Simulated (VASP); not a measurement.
Given:

```yaml
crystal:
  lattice:
    - [8.28900, 0.00000, 0.00000]
    - [0.00000, 11.64727, 0.00000]
    - [0.00000, 0.00000, 7.94311]
  atoms:
    - { symbol: Cs, position: [0.43984, 0.25000, 0.51945] }
    - { symbol: Cs, position: [0.56016, 0.75000, 0.48055] }
    - { symbol: Cs, position: [0.06016, 0.75000, 0.01945] }
    - { symbol: Cs, position: [0.93984, 0.25000, 0.98055] }
    - { symbol: Pb, position: [0.00000, 0.50000, 0.50000] }
    - { symbol: Pb, position: [0.50000, 0.50000, 0.00000] }
    - { symbol: Pb, position: [0.50000, 0.00000, 0.00000] }
    - { symbol: Pb, position: [0.00000, 0.00000, 0.50000] }
    - { symbol: Br, position: [0.99374, 0.75000, 0.55967] }
    - { symbol: Br, position: [0.00626, 0.25000, 0.44033] }
    - { symbol: Br, position: [0.50626, 0.25000, 0.05967] }
    - { symbol: Br, position: [0.49374, 0.75000, 0.94033] }
    - { symbol: Br, position: [0.20102, 0.03170, 0.80279] }
    - { symbol: Br, position: [0.79898, 0.96830, 0.19721] }
    - { symbol: Br, position: [0.29898, 0.96830, 0.30279] }
    - { symbol: Br, position: [0.70102, 0.03170, 0.69721] }
    - { symbol: Br, position: [0.70102, 0.46830, 0.69721] }
    - { symbol: Br, position: [0.29898, 0.53170, 0.30279] }
    - { symbol: Br, position: [0.79898, 0.53170, 0.19721] }
    - { symbol: Br, position: [0.20102, 0.46830, 0.80279] }
```

These are PBE GGA, VASP's PBE PAW potentials (set 64) (plane waves; VASP) values and carry that method's errors. Numerical set-up: LREAL = Auto, 300 eV cut-off, 2×1×2 Γ-centred mesh, Fermi-Dirac smearing of 0.050 eV, potentials Cs_sv Pb_d Br.

At this cut-off the stress carries a Pulay error, which pulls relaxed volumes low. Unless said otherwise, spin-orbit coupling is left out, though it shifts the bands of the heavy elements here.

**Question.** What does the run give for the energy per atom (σ→0), pressure, largest force, band gap (on the k-mesh) with the smallest direct gap where there is one?

**Answer.** 
```
Quantity                                      Value
-----------------------------------  --------------
band gap (on the k-mesh)                    1.80 eV
smallest direct gap (on the k-mesh)         1.80 eV
energy per atom (σ→0)                -3.132 eV/atom
pressure                                   2.47 GPa
largest force                            0.291 eV/Å
```

The structure comes from a computed database's CsPbBr3 entry; how it stands against other phases isn't given here. The cell was not relaxed at this level. The k-mesh is coarse (spacing up to 0.54 per Å, 2π included), so the numbers may not be converged in it.
